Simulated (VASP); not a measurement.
# MgCd2Te3 in VASP: further runs, part 2 of 2

VASP 6.6.1. The steps go on from the part before.

### 3 Relaxation of cell and atoms, PBE

This run uses another cell than the first one, of 26.29 Å³/atom, 0.885 times its volume.

File INCAR:

```
SYSTEM = MgCd2Te3
  PREC = Normal
  ENCUT = 520
  EDIFF = 1E-4
  ISMEAR = 0
  SIGMA = 0.15
  LREAL = .False.
  LASPH = .True.
  NELM = 60
  ALGO = Fast
  ISIF = 3
  LWAVE = .False.
  LCHARG = .False.
  GGA = PE
  IBRION = 2
  NSW = 24
  EDIFFG = -0.08
```

File KPOINTS:

```
regular mesh
0
Gamma
  3 3 3
  0 0 0
```

File POSCAR:

```
MgCd2Te3
1.0
    6.4841200000     -2.8197764900      0.0000000000
    6.4841200000      2.8197764900      0.0000000000
   -0.0930487300      0.0000000000      4.3139275800
Mg Cd Te
1 2 3
Direct
    0.0000000000      0.0000000000      0.0000000000
    0.6566882700      0.6566882700      0.5071920800
    0.3433117300      0.3433117300      0.4928079200
    0.8597577200      0.8597577200      0.4906698800
    0.5000000000      0.5000000000      0.0000000000
    0.1402422800      0.1402422800      0.5093301200
```

Potentials or basis: VASP PAW PBE potentials, release 64 (Mg, Cd, Te).

Run with:

```bash
cat potpaw_PBE.64/Mg/POTCAR potpaw_PBE.64/Cd/POTCAR potpaw_PBE.64/Te/POTCAR > POTCAR
mpirun -np 1 vasp_std > vasp.out
```

OUTCAR:

```text
SYSTEM = MgCd2Te3
   PREC = Normal
   ENCUT = 520
   EDIFF = 1E-4
   ISMEAR = 0
   LREAL = .False.
   LASPH = .True.
   NELM = 60
   ISIF = 3
   GGA = PE
   IBRION = 2
   NSW = 24
   EDIFFG = -0.08

 ion  position               nearest neighbor table
   1  0.000  0.000  0.000-   5 2.82   5 2.82   4 2.82   6 2.82   6 2.82   4 2.82
   2  0.657  0.657  0.507-   4 2.64   6 2.83   6 2.83   5 2.95   5 2.97   3 3.72   3 3.72
   3  0.343  0.343  0.493-   6 2.64   4 2.83   4 2.83   5 2.95   5 2.97   2 3.72   2 3.72
   4  0.860  0.860  0.491-   2 2.64   1 2.82   1 2.82   3 2.83   3 2.83   6 3.64
   5  0.500  0.500  0.000-   1 2.82   1 2.82   2 2.95   3 2.95   3 2.97   2 2.97
   6  0.140  0.140  0.509-   3 2.64   1 2.82   1 2.82   2 2.83   2 2.83   4 3.64

  LATTYP: Found a base centered monoclinic cell.
 ALAT       =    12.9682400000
 B/A-ratio  =     0.4348741988
 C/A-ratio  =     0.3327306531
 COS(beta)  =    -0.0215643612

  Lattice vectors:

 A1 = (   6.4841200000,  -2.8197764900,   0.0000000000)
 A2 = (   6.4841200000,   2.8197764900,   0.0000000000)
 A3 = (  -0.0930487300,   0.0000000000,   4.3139275800)

Analysis of symmetry for initial positions (statically):
=====================================================================
 Subroutine PRICEL returns:
 Original cell was already a primitive cell.

 Routine SETGRP: Setting up the symmetry group for a
 base centered monoclinic supercell.

 Subroutine GETGRP returns: Found  4 space group operations
 (whereof  4 operations were pure point group operations)
 out of a pool of  4 trial point group operations.

The static configuration has the point symmetry C_2h.

Analysis of symmetry for dynamics (positions and initial velocities):
=====================================================================
 Subroutine PRICEL returns:
 Original cell was already a primitive cell.

 Routine SETGRP: Setting up the symmetry group for a
 base centered monoclinic supercell.

 Subroutine GETGRP returns: Found  4 space group operations
 (whereof  4 operations were pure point group operations)
 out of a pool of  4 trial point group operations.

[... 118 lines left out ...]
   GGA     = PE    functional components
   LHFCALC =     F    Hartree Fock is set to
   AEXX    =    0.0000 exact exchange contribution
   IVDW    =     0    specifies the selected vdW correction
   LEPSILON=     F    determine dielectric tensor
   LRPA    =     F    only Hartree local field effects (RPA)
 conjugate gradient relaxation of ions
 non-spin polarized calculation
 RMM-DIIS sequential band-by-band and
 Gauss-broadening in eV      SIGMA  =   0.15
  energy-cutoff  :      520.00
  volume of cell :      157.75
 maximum number of plane-waves:      4265
   NGX = 27   NGY = 27   NGZ = 17

--------------------------------------- Ionic step        1  -------------------------------------------

 number of electron      44.0000042 magnetization

 Free energy of the ion-electron system (eV)
  ---------------------------------------------------
  ext. energy  EPLUGINS =         0.00000000
  ---------------------------------------------------
  free energy    TOTEN  =       -13.90196100 eV

  energy without entropy =      -13.88966543  energy(sigma->0) =      -13.89581321

------------------------ aborting loop because EDIFF is reached ----------------------------------------

  FORCE on cell =-STRESS in cart. coord.  units (eV):
  Direction    XX          YY          ZZ          XY          YZ          ZX
  --------------------------------------------------------------------------------------
  -------------------------------------------------------------------------------------
  Total       12.1240836     14.0049434      7.6396463      0.0000000      0.0000000     -0.1844368
  in kB      123.1376699    142.2405308     77.5916982      0.0000000      0.0000000     -1.8732235
  external PRESSURE =     114.3232996 kB  Pullay stress =       0.0000000 kB
[... 101 lines left out ...]
  FREE ENERGIE OF THE ION-ELECTRON SYSTEM (eV)
  ---------------------------------------------------
  free  energy   TOTEN  =       -14.8990090160 eV

  energy  without entropy=      -14.8792889942  energy(sigma->0) =      -14.88914901

[... ionic steps 4 to 9 ...]

--------------------------------------- Ionic step       10  -------------------------------------------

 number of electron      43.9999987 magnetization

------------------------ aborting loop because EDIFF is reached ----------------------------------------
[... 75 lines left out ...]
--------------------------------------- Ionic step       12  -------------------------------------------

 number of electron      43.9999991 magnetization

 Free energy of the ion-electron system (eV)
  ---------------------------------------------------
  ext. energy  EPLUGINS =         0.00000000
  ---------------------------------------------------
  free energy    TOTEN  =       -14.99920787 eV

  energy without entropy =      -14.98066020  energy(sigma->0) =      -14.98993403

 E-fermi :   3.0382     XC(G=0):  -8.7645

 val. band max:        2.9905209593   @ k =   0.3333   0.3333  -0.0000
 cond. band min:       3.0512173388   @ k =   0.0000   0.0000   0.0000
 fundamental gap:      0.0606963795
 Fermi energy:         3.0382141746

 k-point     1 :       0.0000    0.0000    0.0000
  band No.  band energies     occupation
      1      -8.2497      2.00000
      2      -7.3138      2.00000
      3      -7.2436      2.00000
      4      -5.3330      2.00000
      5      -5.3037      2.00000
      6      -5.2268      2.00000
[... 312 lines left out ...]
  FREE ENERGIE OF THE ION-ELECTRON SYSTEM (eV)
  ---------------------------------------------------
  free  energy   TOTEN  =       -14.9992078705 eV

  energy  without entropy=      -14.9806601995  energy(sigma->0) =      -14.98993403

 reached required accuracy - stopping structural energy minimisation
```

It took 2.7 min on 1 thread of Intel Xeon Platinum 8259CL at 2.50GHz (Skylake/Cascade Lake), shared host; peak memory 0.22 GiB.

What came out:

```
Free energy                            : -14.9992 eV
Relaxed volume                         : 31.51 Å³/atom
Relaxed cell                           : a = 7.257 Å, b = 7.257 Å, c = 4.684 Å, α = 90.99°, β = 90.99°, γ = 50.03°
Space group after relaxing (to 0.05 Å) : C2/m (No. 12)
Energy gained by relaxing              : 182.9 meV/atom
Ionic steps                            : 12
Pressure after relaxing                : 0.1 GPa
Largest force after relaxing           : 0.063 eV/Å
Band gap on the k mesh                 : none (metal or under the smearing width)
```

Forces on the atoms (eV/Å):
```
Mg   0.000  0.000  0.000
Cd  -0.013  0.000 -0.006
Cd   0.013  0.000  0.006
Te  -0.056  0.000  0.029
Te   0.000  0.000  0.000
Te   0.056  0.000 -0.029
```

Step by step:
```csv
step,energy change (eV),largest force (eV/Å),pressure (GPa),volume (Å³)
1,0.0000,1.1634,11.43,157.75
2,-0.8218,0.2262,-2.80,204.45
3,-0.9970,0.3016,-0.12,187.51
4,-0.9964,0.3096,0.11,186.88
5,-1.0245,0.3003,0.20,187.47
6,-1.0704,0.3629,0.15,189.09
7,-1.0717,0.3754,0.11,189.48
8,-1.0909,0.1162,-0.29,190.91
9,-1.0919,0.1028,-0.26,191.09
10,-1.0931,0.0704,-0.30,191.46
11,-1.0932,0.0479,-0.38,191.60
12,-1.0972,0.0627,0.10,189.05
```

Final structure:
```xyz
6
Lattice="6.5764 -3.0691 0.0031 6.5764 3.0691 0.0031 -0.0920 0.0000 4.6833" Properties=species:S:1:pos:R:3 pbc="T T T"
Mg   13.1528    0.0000    0.0062
Cd    8.4209    0.0000    2.3783
Cd    4.6399    0.0000    2.3113
Te   11.2724    0.0000    2.3112
Te    6.5764    0.0000    0.0031
Te    1.7884    0.0000    2.3783
```

Levels at points of the mesh, in eV from the Fermi level:
```
           k point  band 18  band 19  band 20  band 21  band 22  band 23  band 24  band 25  band 26
(0.00, 0.00, 0.00)    -2.30    -0.50    -0.37    -0.28    -0.13     0.01     1.59     2.67     4.50
```

Caveat: the k mesh is coarse (spacing up to 0.49 Å⁻¹), so the values aren't converged; the volume moved by over 15 % at a fixed basis, so the end points are rough; the relaxation stopped at a loose force limit of 0.08 eV/Å, so its end isn't a converged minimum. Spin-orbit coupling is left out, which matters for the levels of Te.
